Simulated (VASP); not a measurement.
Set up this calculation in VASP 6.6.1, as the native input.

* Task: single point
* Functional: vdW-DF
* Potentials or basis: VASP PAW PBE potentials, release 64 (Ti_sv, K_sv, Mg)
* Cutoff: 520 eV
* k mesh: 5 × 5 × 5
* Occupations: methfessel-paxton, width 0.2 eV
* Spin: no spin polarisation
* Further INCAR settings: ALGO = Normal; EDIFF = 1e-07; NBANDS = 26

The structure of KMg6Ti lies in POSCAR:

```
KMg6Ti
1.0
    5.3476420000     -0.0500460000     -0.0123340000
   -0.0446850000      3.3636480000      5.5800670000
    0.0183420000     -3.2981730000      5.5414600000
Ti K Mg
1 1 6
Direct
    0.0000000000      0.9161360000      0.9161360000
    0.5000000000      0.5836670000      0.5836670000
    0.5000000000      0.0766210000      0.0766210000
    0.5000000000      0.0718330000      0.6083660000
    0.5000000000      0.6083660000      0.0718330000
    0.0000000000      0.4063110000      0.4063110000
    0.0000000000      0.4069470000      0.9301200000
    0.0000000000      0.9301200000      0.4069470000
```

The cell comes from a database or a generator and needn't be the stable form of this composition.

The cell isn't the ideal one: cell strained at random at fixed volume.

One way to write it, as run:

INCAR

```
SYSTEM = KMg6Ti
PREC = Accurate
ENCUT = 520
EDIFF = 1E-7
ISMEAR = 1
SIGMA = 0.2
LREAL = .FALSE.
LASPH = .TRUE.
NELM = 100
ALGO = Normal
ISIF = 2
LWAVE = .FALSE.
LCHARG = .FALSE.
GGA = RE
LUSE_VDW = .TRUE.
AGGAC = 0.0
NBANDS = 26
```

KPOINTS

```
regular mesh
0
G
  5 5 5
  0 0 0
```

Potentials or basis: VASP PAW PBE potentials, release 64 (Ti_sv, K_sv, Mg).

Command:

```sh
$ cat potpaw_PBE.64/Ti_sv/POTCAR potpaw_PBE.64/K_sv/POTCAR potpaw_PBE.64/Mg/POTCAR > POTCAR
$ mpirun -np 1 vasp_std > vasp.out
```

Results of the run:

* Pressure: 0.4 GPa
* Largest force: 0.125 eV/Å
* Band gap on the k mesh: none (metal or under the smearing width)

Caveat: the PAW data sets were made with another functional, which shifts forces and pressure a little.

It took 4.6 min on 1 thread of AMD EPYC 9R45 96-Core Processor (Zen 5), with other jobs on the host, peak memory 0.96 GiB.
